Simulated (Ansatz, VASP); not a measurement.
# Mo2SeS3 in two plane-wave programs

Wanted: the spread between two codes on one cell, functional and k mesh. The cell is generated by rule, not measured, and may not be a known phase. The cell is taken from a series of runs on this material, whose earlier steps may have relaxed, scaled, displaced or heated it; both programs get it as it stands. Other levels of theory on this material are compared in a session of their own.

Method: plane waves, with VASP 6.6.1 beside it; single point at PBEsol, spin-orbit coupling, in Ansatz 0.2.0.

The structure was built from a prototype and need not be the compound's stable phase.

## 1. Starting point

Symmetry: P3m1, No. 156, trigonal system. The conventional cell has a = 3.144 Å, b = 3.144 Å, c = 11.780 Å, α = 90.00°, β = 90.00°, γ = 120.00°. Nearest to Mo lie 6 S at 2.39 Å. Nearest to Mo lie 3 S at 2.38 Å and 3 Se at 2.50 Å. Nearest to S lie 3 Mo at 2.39 Å. Nearest to S lie 3 Mo at 2.38 Å. Nearest to Se lie 3 Mo at 2.50 Å. It derives from Mo1S1Se1. Farther neighbours and most contacts between anions are not listed.

## 2. VASP: single point, PBEsol, spin-orbit coupling

With cell and atoms fixed, the geometry can't cause a difference; cores, projectors, grids and the points listed under the comparison can.

Lines of VASP's logs that name or quote its potential files are left out, and so is its time.

INCAR reads:

```
SYSTEM = Mo2SeS3
PREC = Accurate
ENCUT = 500
EDIFF = 1E-06
NELM = 200
ISMEAR = -1
SIGMA = 0.02
LREAL = .FALSE.
ALGO = Normal
GGA = PS
LNONCOLLINEAR = .TRUE.
MAGMOM = 0 0 0 0 0 0 0 0 0 0 0 0 0 0 0 0 0 0
NBANDS = 64
GGA_COMPAT = .FALSE.
LASPH = .TRUE.
LSORBIT = .TRUE.
LMAXMIX = 4
LORBIT = 11
LWAVE = .FALSE.
LCHARG = .FALSE.
ISIF = 2
EFERMI = MIDGAP
KPAR = 2
```

POSCAR reads:

```
Mo2SeS3
1.0
    3.1444730757      0.0000000000      0.0000000000
   -1.5722365378      2.7231935651      0.0000000000
    0.0000000000      0.0000000000     11.7798069796
Mo S Se
2 3 1
Direct
    0.3333333333      0.6666666667      0.2441218050
    1.0000000000      0.0000000000      0.7569898928
    0.6666666666      0.3333333334      0.3755721560
    0.6666666666      0.3333333334      0.1123964636
    0.3333333333      0.6666666667      0.8873050472
    0.3333333333      0.6666666667      0.6116433664
```

KPOINTS reads:

```
Automatic mesh
0
Gamma
12 12 2
0 0 0
```

The projector-augmented-wave data sets are Mo_sv, S and Se (PBE family, release 64).

The run is started by

```bash
mpirun -np 2 vasp_ncl
```

Numbers of over 12 decimals in the logs are rounded to 6 here.

The log of the run:

```text
[banner, memory and clock lines left out]
running    2 mpi-ranks, on    1 nodes
 distrk:  each k-point on    1 cores,    2 groups
 distr:  one band on    1 cores,    1 groups

 POSCAR found type information on POSCAR MoS Se
 POSCAR found :  3 types and       6 ions
|                                                                             |
|               ----> ADVICE to this user running VASP <----                  |
|                                                                             |
|     You enforced a specific xc type in the INCAR file but a different       |
|     [... a line on the potential file left out ...]
|     I HOPE YOU KNOW WHAT YOU ARE DOING!                                     |
|                                                                             |

 LDA part: xc-table for (Slater+PW92), standard interpolation
 POSCAR, INCAR and KPOINTS ok, starting setup
 FFT: planning ... GRIDC
 FFT: planning ... GRID_SOFT
 FFT: planning ... GRID
 WAVECAR not read
 entering main loop
       N       E                     dE             d eps       ncg     rms          rms(c)
DAV:   1     0.473836997108E+03    0.47384E+03   -0.28509E+04  8584   0.151E+03
DAV:   2    -0.190340346711E+02   -0.49287E+03   -0.47847E+03  9424   0.400E+02
DAV:   3    -0.478529089632E+02   -0.28819E+02   -0.28323E+02  9784   0.869E+01
DAV:   4    -0.486196732527E+02   -0.76676E+00   -0.76139E+00  9936   0.134E+01
DAV:   5    -0.486390209457E+02   -0.19348E-01   -0.19317E-01  9752   0.203E+00    0.361E+01
DAV:   6    -0.466847870836E+02    0.19542E+01   -0.14857E+01  8920   0.223E+01    0.122E+01
DAV:   7    -0.464008935160E+02    0.28389E+00   -0.68660E+00  8704   0.143E+01    0.836E+00
DAV:   8    -0.460535460883E+02    0.34735E+00   -0.13137E+00  9448   0.675E+00    0.315E+00
DAV:   9    -0.460614376288E+02   -0.78915E-02   -0.15658E-01 10088   0.187E+00    0.137E+00
DAV:  10    -0.460546690417E+02    0.67686E-02   -0.43664E-02  9288   0.129E+00    0.545E-01
DAV:  11    -0.460546256240E+02    0.43418E-04   -0.37491E-03 10904   0.338E-01    0.361E-01
DAV:  12    -0.460543063026E+02    0.31932E-03   -0.94430E-04  9344   0.171E-01    0.139E-01
DAV:  13    -0.460542809425E+02    0.25360E-04   -0.14028E-04  9480   0.603E-02    0.731E-02
DAV:  14    -0.460542781633E+02    0.27791E-05   -0.26101E-05 10280   0.238E-02    0.472E-02
DAV:  15    -0.460542784121E+02   -0.24882E-06   -0.12053E-06  7064   0.614E-03
   1 F= -.46054278E+02 E0= -.46054278E+02  d E =-.692371E-07  mag=    -0.0000    -0.0000     0.0000
```

Parts of OUTCAR (step 2):

```text
ion  position               nearest neighbor table
   1  0.333  0.667  0.244-   3 2.39   3 2.39   3 2.39   4 2.39   4 2.39   4 2.39
   2  0.000  0.000  0.757-   5 2.38   5 2.38   5 2.38   6 2.50   6 2.50   6 2.50
   3  0.667  0.333  0.376-   1 2.39   1 2.39   1 2.39
   4  0.667  0.333  0.112-   1 2.39   1 2.39   1 2.39
   5  0.333  0.667  0.887-   2 2.38   2 2.38   2 2.38
   6  0.333  0.667  0.612-   2 2.50   2 2.50   2 2.50

  LATTYP: Found a hexagonal cell.
 ALAT       =     3.1444730757
 C/A-ratio  =     3.7461942577

 Subroutine GETGRP returns: Found  6 space group operations
 (whereof  6 operations were pure point group operations)

The static configuration has the point symmetry C_3v.

 Found     62 irreducible k-points:

   k-points           NKPTS =     62   k-points in BZ     NKDIM =     62   number of bands    NBANDS=     64

   dimension x,y,z NGX =    24 NGY =   24 NGZ =   90
   dimension x,y,z NGXF=    48 NGYF=   48 NGZF=  180

   ENCUT  =  500.0 eV  36.75 Ry    6.06 a.u.   5.73  5.73 21.48*2*pi/ulx,y,z

   NELECT =      52.0000    total number of electrons

 k-points in reciprocal lattice and weights: Automatic mesh
   0.00000000  0.00000000  0.00000000       0.003
   0.08333333 -0.00000000  0.00000000       0.010
  -0.08333333  0.00000000  0.00000000       0.010
   0.16666667 -0.00000000  0.00000000       0.010
  -0.16666667  0.00000000  0.00000000       0.010
   0.25000000 -0.00000000  0.00000000       0.010
  -0.25000000  0.00000000  0.00000000       0.010
   0.33333333 -0.00000000  0.00000000       0.010
  -0.33333333  0.00000000  0.00000000       0.010
[...]
-0.33333333 -0.25000000  0.50000000       0.021
   0.33333333  0.33333333  0.50000000       0.007

 average (electrostatic) potential at core
       1 -73.7185       2 -73.2484       3 -83.8222       4 -83.7730       5 -83.4233
       6 -50.0430

 E-fermi :   8.8568

 k-point     1 :       0.0000    0.0000    0.0000
  band No.  band energies     occupation
    ...
     48       6.9460      1.00000
     49       7.6900      1.00000
     50       7.6900      1.00000
     51       8.6394      0.99998
     52       8.6394      0.99998
     53      10.2844      0.00000
     54      10.2844      0.00000
     55      10.3654      0.00000
     56      10.3654      0.00000
     57      10.5801      0.00000
    ...

 k-point     2 :       0.0833   -0.0000    0.0000
  band No.  band energies     occupation
    ...
     48       6.9729      1.00000
     49       7.7260      1.00000
     50       7.7674      1.00000
     51       8.3630      1.00000
     52       8.3665      1.00000
     53      10.2331      0.00000
     54      10.2438      0.00000
     55      10.4173      0.00000
     56      10.4277      0.00000
     57      10.4473      0.00000
    ...

 k-point     3 :      -0.0833    0.0000    0.0000
  band No.  band energies     occupation
    ...
     48       6.9729      1.00000
     49       7.7260      1.00000
     50       7.7674      1.00000
     51       8.3630      1.00000
     52       8.3665      1.00000
     53      10.2331      0.00000
     54      10.2438      0.00000
     55      10.4173      0.00000
     56      10.4277      0.00000
     57      10.4473      0.00000
    ...

  Total        2.6342536      2.6342536      2.7258492      0.0000000      0.0000000      0.0000000
  in kB       41.8411479     41.8411479     43.2960059      0.0000000      0.0000000      0.0000000
  external PRESSURE =      42.3261006 kB  Pullay stress =       0.0000000 kB

  energy-cutoff  :      500.00
  volume of cell :      100.87
      direct lattice vectors                 reciprocal lattice vectors
     3.144473076  0.000000000  0.000000000     0.318018306  0.183607954  0.000000000
    -1.572236538  2.723193565  0.000000000     0.000000000  0.367215909  0.000000000
     0.000000000  0.000000000 11.779806980     0.000000000  0.000000000  0.084891034

 POSITION                                       TOTAL-FORCE (eV/Angst)
 -----------------------------------------------------------------------------------
     -0.00000      1.81546      2.87571         0.000000     -0.000000     -0.002209
      0.00000      0.00000      8.91719         0.000000     -0.000000      0.043140
      1.57224      0.90773      4.42417        -0.000000      0.000000     -0.012157
      1.57224      0.90773      1.32401        -0.000000      0.000000      0.019521
     -0.00000      1.81546     10.45228         0.000000     -0.000000     -0.010151
     -0.00000      1.81546      7.20504         0.000000     -0.000000     -0.038144
 -----------------------------------------------------------------------------------
    total drift:                                0.000001     -0.000000      0.000195

  FREE ENERGIE OF THE ION-ELECTRON SYSTEM (eV)
  ---------------------------------------------------
  free  energy   TOTEN  =       -46.0542784121 eV

  energy  without entropy=      -46.0542783429  energy(sigma->0) =      -46.05427838

 Spin-Orbit-Coupling matrix elements
 Ion:    1  E_soc:     -0.1924643
 Ion:    2  E_soc:     -0.1947359
 Ion:    3  E_soc:     -0.0022554
 Ion:    4  E_soc:     -0.0022720
 Ion:    5  E_soc:     -0.0022484
 Ion:    6  E_soc:     -0.0407800

 total charge
# of ion       s       p       d       tot
------------------------------------------
    1        2.301   6.233   4.008  12.541
    2        2.296   6.225   4.040  12.561
    3        1.360   2.331   0.000   3.690
    4        1.363   2.319   0.000   3.683
    5        1.357   2.336   0.000   3.693
    6        1.487   2.338   0.077   3.902
--------------------------------------------------
tot         10.163  21.782   8.125  40.070

 magnetization (x)
# of ion       s       p       d       tot
------------------------------------------
    1        0.000   0.000   0.000   0.000
    2        0.000   0.000   0.000   0.000
    3        0.000   0.000   0.000   0.000
    4        0.000   0.000   0.000   0.000
    5        0.000   0.000   0.000   0.000
    6        0.000   0.000  -0.000  -0.000
--------------------------------------------------
tot          0.000   0.000   0.000   0.000

 magnetization (y)
# of ion       s       p       d       tot
------------------------------------------
    1        0.000   0.000   0.000   0.000
    2        0.000   0.000   0.000   0.000
    3        0.000   0.000   0.000   0.000
    4       -0.000   0.000   0.000  -0.000
    5        0.000   0.000   0.000   0.000
    6        0.000   0.000   0.000   0.000
--------------------------------------------------
tot         -0.000   0.000   0.000   0.000

 magnetization (z)
# of ion       s       p       d       tot
------------------------------------------
    1        0.000   0.000   0.000   0.000
    2        0.000   0.000  -0.000  -0.000
    3       -0.000   0.000   0.000  -0.000
    4       -0.000   0.000   0.000  -0.000
    5        0.000   0.000   0.000   0.000
    6       -0.000   0.000   0.000   0.000
--------------------------------------------------
tot         -0.000   0.000  -0.000   0.000

[... 3 further parts left out ...]
```

The run ends at a pressure of 4.23 GPa, with forces up to 0.043 eV/Å.

[end of part 1 of 2]

[Lines on the potential files, build, host, timing and source positions are cut from VASP's logs without a mark.]

[Logs are printed without paths, hosts, clocks, repeated set-up lines and the standing remarks that a program may print on its own settings, such as how far it seeks lower states.]

[Hosts, paths, dates, database ids (printed as entryN), source tags and the programs' standing remarks are cut or masked in the printed files.]
